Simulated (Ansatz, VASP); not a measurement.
# BAs: VASP beside Ansatz, part 2 of 3

Aim: how closely do two programs agree when they are given the same cell, functional and k mesh? The cell is taken from a series of runs on this material, whose earlier steps may have relaxed, scaled, displaced or heated it; both programs get it as it stands.

VASP 6.6.1 and Ansatz 0.2.0.

So far. Step 3 (VASP: single point, r2SCAN, spin-orbit coupling, pair 1): The run ends at a pressure of 6.02 GPa, with forces up to 0.0063 eV/Å.

### 4. Side by side

Known differences besides the potentials themselves: spin-orbit coupling enters by fully relativistic files in Ansatz and inside the spheres in VASP; VASP keeps PBE cores, Ansatz makes them for the functional; the data sets hold 18 valence electrons in Ansatz (on its PAW fully relativistic soft_1 files) and 8 in VASP; the cutoff is 500 eV in Ansatz and 460 eV in VASP. Total energies have different zeros and are not compared.

Compared:

```
              quantity  Ansatz   VASP  difference
gap on the k mesh (eV)   1.189  1.187      +0.002
```

A gap on the mesh is an upper bound, since the band edges may lie between its points.

### 5. VASP: single point, r2SCAN, spin-orbit coupling, pair 2

A single point takes one fixed geometry, so differences don't come from the geometry; what else differs is listed under the comparison. The cell compared in this pair holds 26.62 Å³, against 26.38 Å³ for the pair before.

The input, INCAR:

```
SYSTEM = BAs
PREC = Accurate
ENCUT = 460
EDIFF = 1E-06
NELM = 200
ISMEAR = 0
SIGMA = 0.01
LREAL = .FALSE.
ALGO = Normal
METAGGA = R2SCAN
LASPH = .TRUE.
LNONCOLLINEAR = .TRUE.
MAGMOM = 0 0 0 0 0 0
NBANDS = 20
GGA_COMPAT = .FALSE.
LSORBIT = .TRUE.
LORBIT = 11
LWAVE = .FALSE.
LCHARG = .FALSE.
ISIF = 2
EFERMI = MIDGAP
LMIXTAU = .TRUE.
KPAR = 2
```

The input, POSCAR:

```
BAs
1.0
    0.0290021114      2.3843477786      2.3843477786
    2.3843477786      0.0290021114      2.3843477786
    2.3843477786      2.3843477786      0.0290021114
B As
1 1
Direct
    0.9994747921      0.9994747921      0.9994747921
    0.7505252079      0.7505252079      0.7505252079
```

The input, KPOINTS:

```
Automatic mesh
0
Gamma
8 8 8
0 0 0
```

The projector-augmented-wave data sets are B and As (PBE family, release 64).

Started as:

```console
$ mpirun -np 2 vasp_ncl
```

Numbers of over 12 decimals in the logs are rounded to 6 here.

Log:

```text
[banner, memory and clock lines left out]
running    2 mpi-ranks, on    1 nodes
[...]
[... a notice as in an earlier step ...]

 LDA part: xc-table for (None), standard interpolation
 POSCAR, INCAR and KPOINTS ok, starting setup
[...]
entering main loop
       N       E                     dE             d eps       ncg     rms          rms(c)
DAV:   1     0.432508904452E+01    0.43251E+01   -0.31304E+03  4800   0.661E+02
DAV:   2    -0.227043566852E+02   -0.27029E+02   -0.24998E+02  6504   0.129E+02
DAV:   3    -0.238642902103E+02   -0.11599E+01   -0.11477E+01  5936   0.232E+01
DAV:   4    -0.238686612496E+02   -0.43710E-02   -0.43700E-02  5764   0.165E+00
[...]
DAV:  16    -0.222455572284E+02    0.10348E-05   -0.39974E-07  4264   0.680E-03    0.143E-03
DAV:  17    -0.222455584909E+02   -0.12625E-05   -0.52177E-07  4104   0.749E-03    0.243E-04
DAV:  18    -0.222455585037E+02   -0.12799E-07   -0.37878E-08  2680   0.181E-03
   1 F= -.22245559E+02 E0= -.22245559E+02  d E =0.000000E+00  mag=     0.0000    -0.0000    -0.0000
```

OUTCAR, selected parts (step 5):

```text
  Total        0.7524182      0.7524182      0.7524182     -0.3399989     -0.3399989     -0.3399989
  in kB       45.2926486     45.2926486     45.2926486    -20.4666083    -20.4666083    -20.4666083
  external PRESSURE =      45.2926486 kB  Pullay stress =       0.0000000 kB

 POSITION                                       TOTAL-FORCE (eV/Angst)
 -----------------------------------------------------------------------------------
      4.79518      4.79518      4.79518        -0.002171     -0.002171     -0.002171
      3.60079      3.60079      3.60079         0.002171      0.002171      0.002171
 -----------------------------------------------------------------------------------
    total drift:                                0.000169      0.000169      0.000169

  FREE ENERGIE OF THE ION-ELECTRON SYSTEM (eV)
  ---------------------------------------------------
  free  energy   TOTEN  =       -22.2455585037 eV

  energy  without entropy=      -22.2455585037  energy(sigma->0) =      -22.24555850

 magnetization (x)
# of ion       s       p       d       tot
------------------------------------------
    1        0.000   0.000   0.000   0.000
    2       -0.000   0.000  -0.000  -0.000
--------------------------------------------------
tot          0.000   0.000  -0.000   0.000

 magnetization (y)
# of ion       s       p       d       tot
------------------------------------------
    1        0.000  -0.000   0.000  -0.000
    2        0.000   0.000   0.000   0.000
--------------------------------------------------
tot          0.000  -0.000   0.000  -0.000

 magnetization (z)
# of ion       s       p       d       tot
------------------------------------------
    1        0.000   0.000   0.000   0.000
    2        0.000   0.000   0.000   0.000
--------------------------------------------------
tot          0.000   0.000   0.000   0.000

[... 1 part as in an earlier step ...]

[... 2 further parts left out ...]
[key lines of the parts left out:]
E-fermi :   7.0258
```

The run ends at a pressure of 4.53 GPa, with forces up to 0.0038 eV/Å.

### 6. Ansatz: single point, r2SCAN, spin-orbit coupling, pair 2

The same cell, functional, mesh and smearing now go to Ansatz, which takes its cutoff from its data sets.

The cell is taken from a series of runs on this material, whose earlier steps may have relaxed, scaled, displaced or heated it; both programs get it as it stands.

The input, input.yaml:

```yaml
crystal:
  lattice:
    - [0.0290021114, 2.3843477786, 2.3843477786]
    - [2.3843477786, 0.0290021114, 2.3843477786]
    - [2.3843477786, 2.3843477786, 0.0290021114]
  atoms:
    - { symbol: B, position: [-0.0005252079, -0.0005252079, -0.0005252079] }
    - { symbol: As, position: [0.7505252079, 0.7505252079, 0.7505252079] }
kpoints:
  mp_grid: { grid: [8, 8, 8] }
hamiltonian:
  xc: r2scan
  pseudopotentials: { kind: paw_fr, azcp: { folder: soft_1 } }
scf:
  occupations: { method: gaussian, width: 0.01 }
  n_extra_bands: 16
output:
  eigenvalues: true
  eigenstates:
    kpoints:
      - [-0.001449516, 0.400963985, 0.400963985]
      - [-0.001412589, 0.403999831, 0.403999831]
      - [0.00158633, 0.401000912, 0.403999831]
      - [0.00158633, 0.403999831, 0.401000912]
      - [0.000723262, 0.403136764, 0.40525732]
      - [-0.003570072, 0.403084541, 0.400963985]
      - [0.000723262, 0.40525732, 0.403136764]
      - [-0.003570072, 0.400963985, 0.403084541]
      - [0.002843819, 0.403136764, 0.403136764]
      - [-0.001449516, 0.398843429, 0.403084541]
      - [0.002077297, 0.404490798, 0.404490798]
      - [-0.001428196, 0.400985305, 0.404448159]
      - [-0.001428196, 0.404448159, 0.400985305]
      - [0.002034657, 0.400985305, 0.400985305]
      - [-0.001486442, 0.397928139, 0.397928139]
      - [-0.004485362, 0.400927059, 0.397928139]
      - [-0.004485362, 0.397928139, 0.400927059]
      - [-0.003622294, 0.398791207, 0.396670651]
      - [0.00067104, 0.398843429, 0.400963985]
      - [-0.003622294, 0.396670651, 0.398791207]
      - [0.00067104, 0.400963985, 0.398843429]
      - [-0.00574285, 0.398791207, 0.398791207]
      - [-0.001449516, 0.403084541, 0.398843429]
      - [-0.004976328, 0.397437173, 0.397437173]
      - [-0.001470835, 0.400942666, 0.397479812]
      - [-0.001470835, 0.397479812, 0.400942666]
      - [-0.004933689, 0.400942666, 0.400942666]
      - [-0.001311041, 0.412348407, 0.412348407]
      - [0.009934906, 0.40110246, 0.412348407]
      - [0.009934906, 0.412348407, 0.40110246]
      - [0.006698403, 0.409111904, 0.417063989]
      - [-0.009401601, 0.408916071, 0.400963985]
      - [0.006698403, 0.417063989, 0.409111904]
      - [-0.009401601, 0.400963985, 0.408916071]
      - [0.014650488, 0.409111904, 0.409111904]
      - [-0.001449516, 0.3930119, 0.408916071]
      - [0.011776031, 0.414189532, 0.414189532]
      - [-0.001369567, 0.401043934, 0.414029635]
      - [-0.001369567, 0.414029635, 0.401043934]
      - [0.011616134, 0.401043934, 0.401043934]
      - [-0.001587991, 0.389579563, 0.389579563]
      - [-0.012833938, 0.40082551, 0.389579563]
      - [-0.012833938, 0.389579563, 0.40082551]
      - [-0.009597434, 0.392816067, 0.384863981]
      - [0.00650257, 0.3930119, 0.400963985]
      - [-0.009597434, 0.384863981, 0.392816067]
      - [0.00650257, 0.400963985, 0.3930119]
      - [-0.01754952, 0.392816067, 0.392816067]
      - [-0.001449516, 0.408916071, 0.3930119]
      - [-0.014675063, 0.387738439, 0.387738439]
      - [-0.001529464, 0.400884037, 0.387898336]
      - [-0.001529464, 0.387898336, 0.400884037]
      - [-0.014515166, 0.400884037, 0.400884037]
      - [0.0, 0.0, 0.0]
      - [3.6927e-05, 0.003035846, 0.003035846]
      - [0.003035846, 3.6927e-05, 0.003035846]
      - [0.003035846, 0.003035846, 3.6927e-05]
      - [0.002172778, 0.002172778, 0.004293334]
      - [-0.002120556, 0.002120556, 0.0]
      - [0.002172778, 0.004293334, 0.002172778]
      - [-0.002120556, 0.0, 0.002120556]
      - [0.004293334, 0.002172778, 0.002172778]
      - [0.0, -0.002120556, 0.002120556]
      - [0.003526812, 0.003526812, 0.003526812]
      - [2.132e-05, 2.132e-05, 0.003484173]
      - [2.132e-05, 0.003484173, 2.132e-05]
      - [0.003484173, 2.132e-05, 2.132e-05]
      - [-3.6927e-05, -0.003035846, -0.003035846]
      - [-0.003035846, -3.6927e-05, -0.003035846]
      - [-0.003035846, -0.003035846, -3.6927e-05]
      - [-0.002172778, -0.002172778, -0.004293334]
      - [0.002120556, -0.002120556, 0.0]
      - [-0.002172778, -0.004293334, -0.002172778]
      - [0.002120556, 0.0, -0.002120556]
      - [-0.004293334, -0.002172778, -0.002172778]
      - [0.0, 0.002120556, -0.002120556]
      - [-0.003526812, -0.003526812, -0.003526812]
      - [-2.132e-05, -2.132e-05, -0.003484173]
      - [-2.132e-05, -0.003484173, -2.132e-05]
      - [-0.003484173, -2.132e-05, -2.132e-05]
      - [0.000138475, 0.011384422, 0.011384422]
      - [0.011384422, 0.000138475, 0.011384422]
      - [0.011384422, 0.011384422, 0.000138475]
      - [0.008147919, 0.008147919, 0.016100004]
      - [-0.007952086, 0.007952086, 0.0]
      - [0.008147919, 0.016100004, 0.008147919]
      - [-0.007952086, 0.0, 0.007952086]
      - [0.016100004, 0.008147919, 0.008147919]
      - [0.0, -0.007952086, 0.007952086]
      - [0.013225547, 0.013225547, 0.013225547]
      - [7.9949e-05, 7.9949e-05, 0.01306565]
      - [7.9949e-05, 0.01306565, 7.9949e-05]
      - [0.01306565, 7.9949e-05, 7.9949e-05]
      - [-0.000138475, -0.011384422, -0.011384422]
      - [-0.011384422, -0.000138475, -0.011384422]
      - [-0.011384422, -0.011384422, -0.000138475]
      - [-0.008147919, -0.008147919, -0.016100004]
      - [0.007952086, -0.007952086, 0.0]
      - [-0.008147919, -0.016100004, -0.008147919]
      - [0.007952086, 0.0, -0.007952086]
      - [-0.016100004, -0.008147919, -0.008147919]
      - [0.0, 0.007952086, -0.007952086]
      - [-0.013225547, -0.013225547, -0.013225547]
      - [-7.9949e-05, -7.9949e-05, -0.01306565]
      - [-7.9949e-05, -0.01306565, -7.9949e-05]
      - [-0.01306565, -7.9949e-05, -7.9949e-05]
magnetization:
  noncollinear: true
  spin_orbit: true
checkpoint:
  read: start.run
  write: ck
  compress: false
  write_wavefunctions: false
  write_every: 100000
```

Started as:

```console
$ ansatz run input.yaml --threads 4 --pin off --max-ram 9216MiB --backend cpu --events-out ev --progress --plain --runs-dir out
```

Log:

```text
[...]
Crystal: 2 atoms, lattice volume = 26.616 Å³
Basis set: ecut = 500 eV, 677 PW (Γ), exchange–correlation on 100×100×100 points (64 copies of the dense FFT grid, shifted against one another)
Bands: 34, of which v1, the nominal top of the filled ones, is band 18 counted from 1 (17 counted from 0)
Symmetry: 6 space group operations + 6 with time reversal
[...]
k-point 0: bands = [... 14 lower, 11.0302, 11.0302, 11.1087, 11.1087, 14.1928, 14.1928, 14.5175, 14.5175, ... 12 higher]
  k-point 1: bands = [... 14 lower, 10.3799, 10.3866, 10.5720, 10.5748, 14.5896, 14.6541, 14.9389, 15.0246, ... 12 higher]
  k-point 2: bands = [... 14 lower, 9.6058, 9.6072, 9.7800, 9.7823, 14.3763, 14.3865, 15.8175, 15.8362, ... 12 higher]
  k-point 64: bands = [... 14 lower, 9.0613, 9.0613, 9.2081, 9.2081, 14.3624, 14.3624, 16.1402, 16.1402, ... 12 higher]
[key lines of the parts left out:]
SCF converged after 2 iterations
Magnetization: |M| = 0.0000 μB,  M = (+0.0000, +0.0000, +0.0000) μB
Free energy (F): -5018.328393 eV
Fermi energy:    11.722294 eV
```

### 7. Side by side

What differs besides the data sets and the points named for the pairs above, as far as they apply: the data sets hold 18 valence electrons in Ansatz (on its PAW fully relativistic soft_1 files) and 8 in VASP. Total energies have different zeros and are not compared.

The two programs side by side:

| quantity | Ansatz | VASP | difference |
| --- | --- | --- | --- |
| gap on the k mesh (eV) | 1.227 | 1.226 | +0.001 |

A gap on the mesh is an upper bound, since the band edges may lie between its points.

[end of part 2 of 3]

[Lines on the potential files, build, host, timing and source positions are cut from VASP's logs without a mark.]

[Logs are printed without paths, hosts, clocks, repeated set-up lines and the standing remarks that a program may print on its own settings, such as how far it seeks lower states.]

[Hosts, paths, dates, database ids (printed as entryN), source tags and the programs' standing remarks are cut or masked in the printed files.]
